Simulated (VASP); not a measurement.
Set up this calculation in VASP 6.6.1, as the native input.

```yaml
Task: relaxation of cell and atoms
Functional: PBE
Potentials_or_basis: VASP PAW PBE potentials, release 64 (Y_sv, C, F)
Cutoff: 600 eV
k_mesh: 9 × 9 × 4
Occupations: gaussian, width 0.03 eV
Spin: no spin polarisation
Further_INCAR_settings: ALGO = Normal; EDIFF = 1e-06; IBRION = 2; EDIFFG = -0.01; NSW = 90; ISIF = 3
```

The structure of Y2CF2 lies in POSCAR:

```
Y2CF2
1.0
    3.6651000000      0.0000000000      0.0000000000
   -1.8325500000      3.1740697100      0.0000000000
    0.0000000000      0.0000000000      6.2969700000
Y C F
2 1 2
Direct
    0.3333333300      0.6666666700      0.2145000000
    0.6666666700      0.3333333300      0.7855000000
    0.0000000000      0.0000000000      0.0000000000
    0.3333333300      0.6666666700      0.6031000000
    0.6666666700      0.3333333300      0.3969000000
```

The cell comes from a database or a generator and needn't be the stable form of this composition.

The input as run:

INCAR

```
SYSTEM = Y2CF2
  ALGO = Normal
  EDIFF = 1E-6
  EDIFFG = -0.01
  ENCUT = 600
  GGA = PE
  IBRION = 2
  ISIF = 3
  ISMEAR = 0
  LASPH = .True.
  LCHARG = .False.
  LREAL = .False.
  LWAVE = .False.
  NELM = 80
  NSW = 90
  PREC = Accurate
  SIGMA = 0.03
```

KPOINTS

```
k-points
0
Gamma
  9 9 4
  0 0 0
```

Potentials or basis: VASP PAW PBE potentials, release 64 (Y_sv, C, F).

The run is started by

```bash
$ cat potpaw_PBE.64/Y_sv/POTCAR potpaw_PBE.64/C/POTCAR potpaw_PBE.64/F/POTCAR > POTCAR
$ mpirun -np 1 vasp_std > vasp.out
```

Results of the run:

- Relaxed volume: 14.98 Å³/atom
- Relaxed cell: a = 3.658 Å, b = 3.658 Å, c = 6.466 Å, α = 90.00°, β = 90.00°, γ = 120.00°
- Space group after relaxing (to 0.05 Å): P-3m1 (No. 164)
- Energy gained by relaxing: 10.7 meV/atom
- Ionic steps: 9
- Pressure after relaxing: 0.0 GPa
- Largest force after relaxing: 0.007 eV/Å
- Band gap on the k mesh: 1.18 eV, indirect (least direct gap 1.33 eV)

Caveat: an odd mesh through Γ misses points on the zone boundary, where band edges often lie.

It took 5.8 min on 1 thread of AMD EPYC 9R45 (Zen 5), with other jobs on the host, peak memory 0.25 GiB.
